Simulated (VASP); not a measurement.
Consider the following.

```yaml
crystal:
  lattice:
    - [1.84277, -3.19176, 0.00000]
    - [1.84277, 3.19176, 0.00000]
    - [0.00000, 0.00000, 5.72002]
  atoms:
    - { symbol: Er, position: [0.33333, 0.66667, 0.25000] }
    - { symbol: Er, position: [0.66667, 0.33333, 0.75000] }
```

These are revPBE GGA, VASP's PBE PAW potentials (set 64) (plane waves; VASP 6.6.1) values and carry that method's errors. Settings: 520 eV cut-off, 12×12×7 Γ-centred mesh, first-order Methfessel-Paxton smearing of 0.10 eV, potentials Er_3.

The 4f electrons are frozen in the core of the lanthanide potential, so 4f levels, which can set the real gap, and their magnetism are missing.

Q: Give the stress tensor in GPa (positive for a compressed cell).

A: 
```
-2.07   0.00   0.00
 0.00  -2.07   0.00
 0.00   0.00  -2.04
```
The pressure is its mean diagonal, -2.06 GPa.

The compound is Er in the hcp structure. This cell is one point of a volume scan, at 1.06 of the reference volume.
